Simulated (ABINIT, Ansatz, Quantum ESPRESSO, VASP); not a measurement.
# One structure in several programs: CaO (Fm-3m, 2 atoms in the cell)

Self-consistent single point.

```
CELL_PARAMETERS angstrom
      0.00000     2.40500     2.40500
      2.40500     0.00000     2.40500
      2.40500     2.40500     0.00000
ATOMIC_POSITIONS crystal
  Ca 0.00000 0.00000 0.00000
  O  0.50000 0.50000 0.50000
```

Shared settings, as Ansatz (a first-principles code) writes them: kpoints.mp_grid.grid = 12 12 12; scf.occupations.method = fermi_dirac; scf.occupations.width = 0.05 eV. Potentials and cutoffs stand in the table.

| code | model | pressure (GPa) | gap on the mesh (eV) | cutoff |
|---|---|---|---|---|
| Quantum ESPRESSO | PBEsol, GBRV 1.5 ultrasoft (PBESOL) pseudopotentials | -2.84 | 3.563 | 40 Ry |
| ABINIT | PBEsol, norm-conserving pseudopotentials (PseudoDojo nc-sr-04 PBEsol standard) | -3.22 | 3.562 | 42 Ha |
| VASP | PBEsol, VASP's PBE PAW potentials (set 64) | – | 3.553 | 400 eV |
| Ansatz | PBEsol, default PAW files made with PBE | -3.37 | 3.557 | default |

A dash marks a value that a program does not give, or that is left out as unsure.

Gaps are read on the mesh.

The spread over the programs that give each value: pressure within 0.53 GPa; gap on the mesh within 0.010 eV.

Ansatz's pressure is given at a fixed set of plane waves, as the other plane-wave codes print theirs; with its correction for the finite basis it is -2.93 GPa (the shift of 0.44 GPa shows how far the cutoff is from converged).

VASP's run is marked for a possible Pulay error in its stress at this cutoff; no cutoff test was made.

The starting cell has typed, rounded lattice constants, without a prior relaxation at this level.

Left out of this page: GPAW, CP2K, Elk, FLEUR and SIESTA (not drawn, or without a comparable value).

Keys are those of Ansatz 0.2.
